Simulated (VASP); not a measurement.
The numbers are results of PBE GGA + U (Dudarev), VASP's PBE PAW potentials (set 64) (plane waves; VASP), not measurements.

VASP input:

### KPOINTS
```
Automatic mesh
0
Gamma
 7 7 7
0 0 0
```

### POSCAR
```
CuTe
2.8895730
  0.0000000000   1.0000000000   1.0000000000
  1.0000000000   0.0000000000   1.0000000000
  1.0000000000   1.0000000000   0.0000000000
Te Cu
1 1
Direct
  0.2500000000   0.2500000000   0.2500000000
  0.0000000000   0.0000000000   0.0000000000
```

INCAR:
```
SYSTEM = CuTe
PREC = Accurate
ENCUT = 400
EDIFF = 1E-6
NELM = 100
ALGO = Normal
LREAL = .FALSE.
LASPH = .TRUE.
ISMEAR = 0
SIGMA = 0.05
GGA = PE
LMAXMIX = 4
LWAVE = .FALSE.
LCHARG = .FALSE.
ISIF = 2
LDAU = .TRUE.
LDAUTYPE = 2
LDAUL = -1 2
LDAUU = 0 4.0
LDAUJ = 0 0
LDAUPRINT = 1
LORBIT = 10
```

POTCAR, in this order: Te Cu (PBE.64 set). Program: vasp_std.

Output

File OUTCAR:
```
 ion  position               nearest neighbor table
   1  0.250  0.250  0.250-   2 2.50   2 2.50   2 2.50   2 2.50
   2  0.000  0.000  0.000-   1 2.50   1 2.50   1 2.50   1 2.50
  LATTYP: Found a face centered cubic cell.
 ALAT       =     5.7791460000
 Subroutine PRICEL returns:
 Original cell was already a primitive cell.
 Subroutine GETGRP returns: Found 24 space group operations
The static configuration has the point symmetry T_d .
The dynamic configuration has the point symmetry T_d .
 Subroutine INISYM returns: Found 24 space group operations
 Subroutine IBZKPT returns following result:
 Found     20 irreducible k-points:

 Following reciprocal coordinates:
            Coordinates               Weight
  0.000000  0.000000  0.000000      1.000000
  0.142857  0.000000  0.000000      8.000000
  0.285714  0.000000  0.000000      8.000000
  0.428571  0.000000  0.000000      8.000000
  0.142857  0.142857  0.000000      6.000000
  0.285714  0.142857  0.000000     24.000000
  0.428571  0.142857  0.000000     24.000000
 -0.428571  0.142857  0.000000     24.000000
 -0.285714  0.142857  0.000000     24.000000
 -0.142857  0.142857  0.000000     12.000000
  0.285714  0.285714  0.000000      6.000000
  0.428571  0.285714  0.000000     24.000000
 -0.428571  0.285714  0.000000     24.000000
 -0.285714  0.285714  0.000000     12.000000
  0.428571  0.428571  0.000000      6.000000
 -0.428571  0.428571  0.000000     12.000000
  0.428571  0.285714  0.142857     24.000000
 -0.428571  0.285714  0.142857     48.000000
 -0.428571  0.428571  0.142857     24.000000
 -0.285714  0.428571  0.142857     24.000000
   k-points           NKPTS =     20   k-points in BZ     NKDIM =     20   number of bands    NBANDS=     12
   number of dos      NEDOS =    301   number of ions     NIONS =      2
   total plane-waves  NPLWV =  21952
   dimension x,y,z NGX =    28 NGY =   28 NGZ =   28
...
```

OSZICAR:
```
       N       E                     dE             d eps       ncg     rms          rms(c)
DAV:   1     0.897444321366E+02    0.89744E+02   -0.62345E+03   480   0.123E+03
DAV:   2    -0.120094859160E+01   -0.90945E+02   -0.86537E+02   480   0.247E+02
DAV:   3    -0.580409285643E+01   -0.46031E+01   -0.44584E+01   640   0.695E+01
DAV:   4    -0.592814460679E+01   -0.12405E+00   -0.12399E+00   628   0.106E+01
DAV:   5    -0.593076028598E+01   -0.26157E-02   -0.26154E-02   668   0.146E+00    0.690E+00
DAV:   6    -0.586739701905E+01    0.63363E-01   -0.75312E+00   552   0.983E+01    0.487E+00
DAV:   7    -0.552203118977E+01    0.34537E+00   -0.17150E+00   584   0.484E+01    0.220E+00
DAV:   8    -0.552593121288E+01   -0.39000E-02   -0.10561E-01   724   0.766E+00    0.690E-01
DAV:   9    -0.551826422205E+01    0.76670E-02   -0.42214E-02   592   0.731E+00    0.232E-01
DAV:  10    -0.551851391722E+01   -0.24970E-03   -0.19646E-03   752   0.789E-01    0.172E-01
DAV:  11    -0.551854308777E+01   -0.29171E-04   -0.12885E-03   604   0.131E+00    0.108E-01
DAV:  12    -0.551849386426E+01    0.49224E-04   -0.30131E-04   584   0.584E-01    0.341E-02
DAV:  13    -0.551849618170E+01   -0.23174E-05   -0.17685E-05   744   0.416E-02    0.904E-03
DAV:  14    -0.551849520965E+01    0.97205E-06   -0.16287E-06   444   0.255E-02
   1 F= -.55184952E+01 E0= -.55173705E+01  d E =-.224951E-02
```

OUTCAR:
```
------------------------ aborting loop because EDIFF is reached ----------------------------------------
  FORCE on cell =-STRESS in cart. coord.  units (eV):
  Direction    XX          YY          ZZ          XY          YZ          ZX
  --------------------------------------------------------------------------------------
  Total        1.0215508      1.0215508      1.0215508      0.0000000      0.0000000      0.0000000
  in kB       33.9187256     33.9187256     33.9187256      0.0000000      0.0000000      0.0000000
  external PRESSURE =      33.9187256 kB  Pullay stress =       0.0000000 kB
  volume of cell :       48.25
      direct lattice vectors                 reciprocal lattice vectors
     0.000000000  2.889573000  2.889573000    -0.173035947  0.173035947  0.173035947
     2.889573000  0.000000000  2.889573000     0.173035947 -0.173035947  0.173035947
     2.889573000  2.889573000  0.000000000     0.173035947  0.173035947 -0.173035947
 POSITION                                       TOTAL-FORCE (eV/Angst)
 -----------------------------------------------------------------------------------
      1.44479      1.44479      1.44479        -0.000000     -0.000000     -0.000000
      0.00000      0.00000      0.00000         0.000000      0.000000      0.000000
 -----------------------------------------------------------------------------------
    total drift:                               -0.000002     -0.000002     -0.000002
  FREE ENERGIE OF THE ION-ELECTRON SYSTEM (eV)
  ---------------------------------------------------
  free  energy   TOTEN  =        -5.5184952097 eV

  energy  without entropy=       -5.5162456969  energy(sigma->0) =       -5.51737045

 total charge

# of ion       s       p       d       tot
------------------------------------------
    1        1.363   1.987   0.054   3.404
    2        0.432   0.374   9.312  10.118
--------------------------------------------------
tot          1.796   2.361   9.366  13.523
```
(Selected blocks of OUTCAR.)

### OUTCAR
```
 val. band max:        4.9997698518   @ k =   0.1429   0.0000   0.0000

 cond. band min:       5.0576645805   @ k =  -0.4286   0.1429   0.0000


 Fermi energy:         5.0381357019

 k-point     1 :       0.0000    0.0000    0.0000
  band No.  band energies     occupation
      1      -6.9848      2.00000
      2       0.9219      2.00000
      3       0.9219      2.00000
      4       0.9219      2.00000
      5       1.6699      2.00000
      6       1.6699      2.00000
      7       6.5046      0.00000
      8       6.5046      0.00000
      9       6.5046      0.00000
     10       8.8015      0.00000
     11      10.9664      0.00000
     12      10.9664      0.00000

 k-point     2 :       0.1429    0.0000    0.0000
  band No.  band energies     occupation
      1      -6.8177      2.00000
      2       0.8328      2.00000
      3       0.9532      2.00000
      4       0.9532      2.00000
      5       1.6641      2.00000
      6       1.6641      2.00000
      7       4.9998      1.72214
      8       6.2267      0.00000
      9       6.2267      0.00000
     10       9.4348      0.00000
     11      11.3426      0.00000
     12      11.3535      0.00000

 k-point     3 :       0.2857    0.0000    0.0000
  band No.  band energies     occupation
      1      -6.3901      2.00000
      2       0.5814      2.00000
      3       1.0136      2.00000
      4       1.0136      2.00000
      5       1.6692      2.00000
      6       1.6692      2.00000
      7       3.0826      2.00000
      8       5.7142      0.00000
      9       5.7142      0.00000
     10       9.1578      0.00000
     11      11.6650      0.00000
     12      11.6650      0.00000

 k-point     4 :       0.4286    0.0000    0.0000
  band No.  band energies     occupation
      1      -5.9712      2.00000
      2       0.2415      2.00000
      3       1.0480      2.00000
      4       1.0480      2.00000
      5       1.6974      2.00000
      6       1.6975      2.00000
...
```

Unless said otherwise, spin-orbit coupling is left out, though it shifts the bands of the heavy elements here.

The structure was generated: CuTe was put into the zincblende type (F-43m), which need not be its known phase. The cell was not relaxed at this level. The run is one of a series of settings (LDAU = .TRUE., LDAUJ = 0 0, LDAUL = -1 2, LDAUTYPE = 2, LDAUU = 0 4.0 against the base run), some of them coarse on purpose. The electron count is odd and the run is not spin-polarised, which forces a metal.
